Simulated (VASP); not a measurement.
# K2BrF: structure and properties in VASP, part 2 of 2

What structure does K2BrF take at this level, and what are its properties? The cell is invented: it takes the structure of COD entry 9008651, KCl (space group 225 there), with some of its atoms replaced by other elements, volume scaled by an estimate. It may not be a known or stable phase.

VASP 6.6.1; PBE; plane waves and PAW (Br, K_sv, F); invented cell.

So far, gap on the k-mesh (eV): step 2 (rough relaxation of the start cell) 4.04; step 3 (relaxing cell and atoms (PBE)) 4.03. The relaxed cell has a = 4.244, c = 21.422 Å (conventional setting).

**6. Total and projected DOS (PBE) (continued)**

The density of states has structure finer than the step of the table below, so its rows give means over 1 eV, whole bins alone (the curve runs from -12.0 to 8.76 eV). Peaks (eV: height): total -11.6: 61.4, -11.4: 18.4, -1.7: 29.8, -0.8: 15.2; F p -1.7: 21.3; Br p -1.1: 3.22, -0.8: 8.18, -0.3: 3.43; K d 7.2: 1.30, 7.8: 0.915; K p -11.6: 56.7.

States under -12.0 eV and over 8.8 eV are left out. Density of states against energy, zero at the valence-band top; means over each step; values in states/eV/cell:

```tsv
energy (eV)	total	F p	Br p	K d	K p	Br s
-11	2.23	9.0e-4	1.7e-4	1.2e-4	1.78	0.280
-10	0	0	0	0	0	0
-9	0	0	0	0	0	0
-8	0	0	0	0	0	0
-7	0	0	0	0	0	0
-6	0	0	0	0	0	0
-5	0	0	0	0	0	0
-4	0	0	0	0	0	0
-3	0	0	0	0	0	0
-2	6.00	4.17	0.0782	0.0212	0.0513	7.3e-4
-1	4.12	0.150	2.12	0.0192	0.0554	0.00168
0	1.89	0.00496	1.12	0.0101	0.0112	4.7e-4
1	0	0	0	0	0	0
2	0	0	0	0	0	0
3	0	0	0	0	0	0
4	0.0536	5.1e-4	8.3e-4	7.6e-5	6.7e-4	0.00199
5	0.432	0.00993	0.0142	0.00561	0.0118	0.0103
6	1.62	0.0583	0.0257	0.178	0.0447	0.0172
7	3.99	0.102	0.109	0.660	0.115	0.0435
8	2.21	0.0350	0.0854	0.510	0.0464	0.0274
```

The gap on this mesh is 4.03 eV. In the top eV of the valence band the largest shares in the PAW spheres are Br p 55 %. The rest lies in smaller channels or between the spheres.

**7. Elastic constants (PBE)**

IBRION = 6 with ISIF = 3 strains the cell both ways at fixed fractional positions, and adds the ions' share afterwards from the force constants. Stress converges slowly with the basis, so the cutoff is raised.

Contents of INCAR:

```
SYSTEM = K2BrF
PREC = Accurate
ENCUT = 560
EDIFF = 1E-07
NELM = 100
ISMEAR = 0
SIGMA = 0.05
LREAL = .FALSE.
ALGO = Normal
GGA = PE
NBANDS = 22
LORBIT = 11
LWAVE = .FALSE.
LCHARG = .FALSE.
KPAR = 2
IBRION = 6
NFREE = 2
POTIM = 0.015
ISIF = 3
NSW = 1
```

Contents of POSCAR:

```
K2BrF
1.0
    2.1221312016      1.2252133082      7.1407382057
   -2.1221312016      1.2252133082      7.1407382057
    0.0000000000     -2.4504256162      7.1407382035
Br K F
1 2 1
Direct
    0.5000000000      0.5000000000      0.5000000000
    0.7344822843      0.7344822843      0.7344822842
    0.2655177157      0.2655177157      0.2655177158
    0.0000000000      0.0000000000      0.0000000000
```

Contents of KPOINTS:

```
Automatic mesh
0
Gamma
7 7 7
0 0 0
```

PAW data sets: Br, K_sv and F (PBE family, release 64).

Launch:

```sh
$ mpirun -np 2 vasp_std
```

Wall time 51 min (2 MPI ranks of Intel Xeon 6975P-C (Granite Rapids), shared host); peak memory 1.9 GiB; 1.6 h of CPU time.

The last energy, forces, stress and levels in OUTCAR belong to the last displaced cell, not to the cell of POSCAR.

Numbers from this step:

```yaml
bands: 22
irreducible_k_points: 44
pressure_of_the_cell: 0.006840 GPa
largest_force_of_the_cell: 0.003900 eV/Å
mechanically_stable: yes
bulk_modulus_voigt: 18.42 GPa
shear_modulus_voigt: 9.690 GPa
bulk_modulus_hill: 18.41 GPa
shear_modulus_hill: 9.328 GPa
young_s_modulus: 23.94 GPa
poisson_s_ratio: 0.2833
```

Elastic constants with relaxed ions, Voigt order xx yy zz yz xz xy (GPa):

```
28.01 14.11 12.51  0.80  0.00  0.00
14.11 28.01 12.51 -0.80  0.00  0.00
12.51 12.51 31.46  0.00  0.00  0.00
 0.80 -0.80  0.00 12.69  0.00  0.00
 0.00  0.00  0.00  0.00 12.69  0.80
 0.00  0.00  0.00  0.00  0.80  6.95
```

Elastic constants with clamped ions, Voigt order xx yy zz yz xz xy (GPa):

```
32.23 10.64 13.50  3.14  0.00  0.00
10.64 32.23 13.50 -3.14  0.00  0.00
13.50 13.50 34.07  0.00  0.00  0.00
 3.14 -3.14  0.00 14.11  0.00  0.00
 0.00  0.00  0.00  0.00 14.11  3.14
 0.00  0.00  0.00  0.00  3.14 10.80
```

Transverse limit, no LO-TO splitting. Modes at Γ, with each element's share of the kinetic energy:

```tsv
mode	frequency (cm⁻¹)	symmetry	Br %	K %	F %
1	-0.6	acoustic	45	44	10
2	-0.6	acoustic	45	44	10
3	-0.4	acoustic	45	44	11
4	89.3	Eg	0	100	0
5	89.3	Eg	0	100	0
6	90.9	Eu	45	13	42
7	90.9	Eu	45	13	42
8	112.0	Eu	10	42	48
9	112.0	Eu	10	42	48
10	121.4	A2u	46	53	1
11	159.4	A1g	0	100	0
12	166.5	A2u	8	3	89
```

Displacements in mode 4 (89.3 cm⁻¹), the largest set to 1:
```
Br1  0.00  0.00  0.00
K2   0.00 -1.00  0.00
K3   0.00  1.00  0.00
F4   0.00  0.00  0.00
```

Displacements in mode 10 (121.4 cm⁻¹), the largest set to 1:
```
Br1  0.00  0.00 -0.92
K2   0.00  0.00  1.00
K3   0.00  0.00  1.00
F4   0.00  0.00 -0.22
```

B/G is 1.97, which by Pugh's rule of thumb (1.75) points to a ductile solid. With the density of 2.64 g/cm³ the Hill moduli give sound speeds of 3.42 km/s (longitudinal) and 1.88 km/s (transverse), and from their mean a Debye temperature of 206 K.

**8. Dielectric tensor and Born charges (PBE)**

The response to a static field gives the electronic dielectric tensor and the Born charges. It needs tightly converged orbitals, hence the small EDIFF.

Contents of INCAR:

```
SYSTEM = K2BrF
PREC = Accurate
ENCUT = 520
EDIFF = 1E-08
NELM = 100
ISMEAR = 0
SIGMA = 0.01
LREAL = .FALSE.
ALGO = Normal
GGA = PE
NBANDS = 22
LORBIT = 11
LWAVE = .FALSE.
LCHARG = .FALSE.
KPAR = 2
LEPSILON = .TRUE.
```

POSCAR is that of step 7.

Contents of KPOINTS:

```
Automatic mesh
0
Gamma
9 9 9
0 0 0
```

Launch:

```sh
$ mpirun -np 2 vasp_std
```

The job ended after 20 min (2 MPI ranks).

The run was cut off at its time limit.

More ranks or a longer limit would be the way on.

**9. Summary of results**

```yaml
relaxed_volume: 27.85 Å³/atom
relaxed_conventional_cell_a_b_c: 4.244, 4.244, 21.422 Å; angles 90.0, 90.0, 120.0°
space_group_after_relaxing_within_0p02_a: R-3m (No. 166)
band_gap: 4.03 eV, direct
gap_among_the_points_of_the_dos_mesh_alone_an_upper_bound: 4.03 eV
bulk_modulus_hill: 18.4 GPa
shear_modulus_hill: 9.33 GPa
debye_temperature_from_the_elastic_constants: 206 K
highest_zone_centre_mode: 166 cm⁻¹
```

What this shows: With PBE, K2BrF relaxes to 27.85 Å³/atom in space group R-3m (held by the symmetry of the run) and has a direct gap of 4.03 eV. Not obtained: dielectric tensor and Born charges (PBE), because the run hit its time limit. Bands along the symmetry lines (PBE): On this path the gap is direct, 4.03 eV, with the valence top at Γ and the conduction bottom at Γ. Elastic constants (PBE): The highest mode in this list at Γ, 166.5 cm⁻¹, is mostly motion of F (89 % of the kinetic energy). Semilocal functionals usually underestimate gaps. Spin-orbit coupling is left out; it would split some degenerate bands. Modes at Γ alone can't show that the crystal is stable at other wave vectors, and the LO-TO splitting is not included. No search among competing phases was made. All values are for a static lattice at zero temperature.

[Lines on the potential files, build, host, timing and source positions are cut from VASP's logs without a mark.]

[Logs are printed without paths, hosts, clocks, repeated set-up lines and the standing remarks that a program may print on its own settings, such as how far it seeks lower states.]

[Hosts, paths, dates, database ids (printed as entryN), source tags and the programs' standing remarks are cut or masked in the printed files.]

[A measured line is paired with the nearest computed mode of its activity, which favours agreement.]
